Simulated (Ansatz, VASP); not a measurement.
**Cu3C: VASP beside Ansatz**

The input INCAR:

```
  PREC = Accurate
  ENCUT = 520
  EDIFF = 1E-7
  ISMEAR = 0
  SIGMA = 0.2
  LREAL = False
  LASPH = True
  NELM = 100
  ALGO = Normal
  ISIF = 2
  LWAVE = False
  LCHARG = False
  GGA = PE
  NBANDS = 47
```

KPOINTS

```
Automatic mesh
0
Gamma
  6 6 4
```

POSCAR

```
Cu3C
1.0
    0.0000000000      3.8376246302      0.0000000000
    0.0000000000      0.0000000000      3.8376246302
    7.6752492604      0.0000000000      0.0000000000
Cu C
6 2
Direct
    0.0000000000      0.0000000000      0.2500000000
    0.0000000000      0.0000000000      0.7500000000
    0.5000000000      0.0000000000      0.0000000000
    0.5000000000      0.0000000000      0.5000000000
    0.0000000000      0.5000000000      0.0000000000
    0.0000000000      0.5000000000      0.5000000000
    0.0000000000      0.0000000000      0.0000000000
    0.0000000000      0.0000000000      0.5000000000
```

Input for Ansatz:

```yaml
crystal:
  lattice:
    - [0.0, 3.8376246302, 0.0]
    - [0.0, 0.0, 3.8376246302]
    - [7.6752492604, 0.0, 0.0]
  atoms:
    - { symbol: Cu, position: [0.0, 0.0, 0.25] }
    - { symbol: Cu, position: [0.0, 0.0, 0.75] }
    - { symbol: Cu, position: [0.5, 0.0, 0.0] }
    - { symbol: Cu, position: [0.5, 0.0, 0.5] }
    - { symbol: Cu, position: [0.0, 0.5, 0.0] }
    - { symbol: Cu, position: [0.0, 0.5, 0.5] }
    - { symbol: C, position: [0.0, 0.0, 0.0] }
    - { symbol: C, position: [0.0, 0.0, 0.5] }
basis:
  ecutwfc: 420
kpoints:
  mp_grid: { grid: [6, 6, 4] }
hamiltonian:
  xc: pbe
scf:
  occupations: { method: gaussian, width: 0.2 }
  lower_state_search: "off"
output:
  forces: true
  stress: true
  eigenvalues: true
```

Alike in both runs: task single point; functional PBE; k mesh 6 × 6 × 4; occupations gaussian, width 0.2 eV; no spin polarisation.

|  | VASP | Ansatz |
| --- | --- | --- |
| version | VASP 6.6.1 | Ansatz 0.2.0 |
| potentials or method | VASP PAW PBE potentials, release 64 (Cu, C) | scalar-relativistic, plane waves, PAW |
| plane-wave cutoff (eV) | 520 | 420 |
| valence electrons in the cell | 74 | 122 |

|  | VASP | Ansatz | Ansatz less VASP |
| --- | --- | --- | --- |
| gap on the k mesh at the Fermi level (eV) | none | none | - |
| pressure (GPa) | 0.6 | 0.1 | -0.54 |

A gap of «none» marks a metal or a gap that the smearing closes. With one functional, cell and mesh, what is left measures potentials, basis and numerics. The two sets of potentials don't hold the same shells in valence.
